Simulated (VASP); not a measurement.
Crystal: Si2Ge.

```xyz
6
Lattice="3.8900 0.0000 0.0000 -1.9450 3.3688 0.0000 0.0000 0.0000 9.5300" Properties=species:S:1:pos:R:3 pbc="T T T"
Si    0.0000    0.0000    8.3387
Si    0.0000    2.2459    7.5449
Si    0.0000    0.0000    1.1912
Si    1.9450    1.1229    1.9851
Ge    0.0000    2.2459    5.1624
Ge    1.9450    1.1229    4.3676
```

The cell was built by a generator and needn't be a form met in nature.

| Quantity | Value |
| --- | --- |
| Program | VASP 6.6.1 |
| Task | relaxation of cell and atoms |
| Functional | PBE |
| Potentials or basis | VASP PAW PBE potentials, release 64 (Si, Ge_d) |
| Cutoff | 520 eV |
| k mesh | 5 × 5 × 2 |
| Occupations | gaussian, width 0.15 eV |
| Spin | no spin polarisation |

At the start: pressure 2.5 GPa; volume 20.81 Å³/atom.

Task: Where does the relaxation end?

Result: Over 11 steps the energy falls by 12.8 meV/atom and the volume is 21.48 Å³/atom (+3.2 %); space group P-3m1 (No. 164, to 0.05 Å).

Step by step:
```csv
step,energy change (eV),largest force (eV/Å),pressure (GPa),volume (Å³)
1,0.0000,0.4841,2.52,124.89
2,-0.0532,0.3281,-0.28,130.90
3,-0.0520,0.3197,-1.48,131.09
4,-0.0667,0.1476,1.17,127.27
5,-0.0690,0.1807,-0.75,128.34
6,-0.0685,0.1513,1.17,127.79
7,-0.0689,0.1669,0.06,128.07
8,-0.0688,0.1630,0.20,128.01
9,-0.0740,0.1168,0.49,128.03
10,-0.0757,0.0845,0.30,128.05
11,-0.0768,0.0479,-0.32,128.90
```

Final structure:
```
Si Ge
1.0
     3.93651    0.00000    0.00000
    -1.96825    3.40912    0.00000
     0.00000    0.00000    9.60537
Si Ge
4 2
Direct
  0.00000 0.00000 0.87641
  0.33333 0.66667 0.79794
  0.00000 0.00000 0.12359
  0.66667 0.33333 0.20206
  0.33333 0.66667 0.54570
  0.66667 0.33333 0.45430
```

Caveat: the relaxation stopped at a loose force limit of 0.08 eV/Å, so its end isn't a converged minimum.
